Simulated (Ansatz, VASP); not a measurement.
# Cross-check of H83C18N9O28 between VASP and Ansatz, part 2 of 2

Aim: how closely do two programs agree when they are given the same cell, functional and k mesh? The cell is taken from a series of runs on this material, whose earlier steps may have relaxed, scaled, displaced or heated it; both programs get it as it stands.

VASP 6.6.1 and Ansatz 0.2.0.

So far. Step 2 (VASP: single point, PBE with D3(BJ)): The run ends at a pressure of -1.36 GPa, with forces up to 5.5 eV/Å.

**4. Side by side**

Known differences besides the potentials themselves: the cutoff is 420 eV in Ansatz and 600 eV in VASP (PREC = Accurate, projectors in real space). Total energies have different zeros and are not compared.

The two programs side by side:

| quantity | Ansatz | VASP | difference |
| --- | --- | --- | --- |
| pressure (GPa) | -1.38 | -1.36 | -0.02 |
| gap on the k mesh (eV) | 4.182 | 4.171 | +0.011 |

Forces on 7 of the 138 atoms, those with the largest forces and the largest differences (eV/Å; atoms numbered as in POSCAR):

| atom | Ansatz x, y, z | VASP x, y, z |
| --- | --- | --- |
| C1 | 2.890, 0.101, 0.265 | 2.871, 0.092, 0.278 |
| C2 | 3.102, 1.118, -1.857 | 3.632, 1.276, -2.169 |
| C8 | -2.171, -1.887, 0.796 | -2.434, -2.296, 0.836 |
| C11 | -3.005, -1.708, 0.220 | -2.991, -1.720, 0.212 |
| C12 | 0.336, 3.987, 2.263 | 0.180, 4.485, 2.543 |
| N19 | -4.066, -1.277, 2.421 | -4.592, -1.433, 2.729 |
| N24 | 0.344, -3.357, -2.036 | 0.504, -3.857, -2.314 |

The forces differ by 101 meV/Å r.m.s., which is 12.3 % of the r.m.s. force of 0.827 eV/Å (both taken over all components). A gap on the mesh is an upper bound, since the band edges may lie between its points.

**5. Outcome**

```yaml
r_m_s_force_difference_single_point_pbe_with_d3_bj: 12 % of the r.m.s. force
```

The r.m.s. force difference is 12 % of the r.m.s. force (single point, PBE with D3(BJ)), beyond the 3 % picked in this series as the mark of a large difference. What causes the difference of the single point, PBE with D3(BJ) pair stays open here. Such differences can come from data sets, numerical settings and the points named under the comparisons, not from the functional's error against experiment.

[Lines on the potential files, build, host, timing and source positions are cut from VASP's logs without a mark.]

[Logs are printed without paths, hosts, clocks, repeated set-up lines and the standing remarks that a program may print on its own settings, such as how far it seeks lower states.]

[Hosts, paths, dates, database ids (printed as entryN), source tags and the programs' standing remarks are cut or masked in the printed files.]
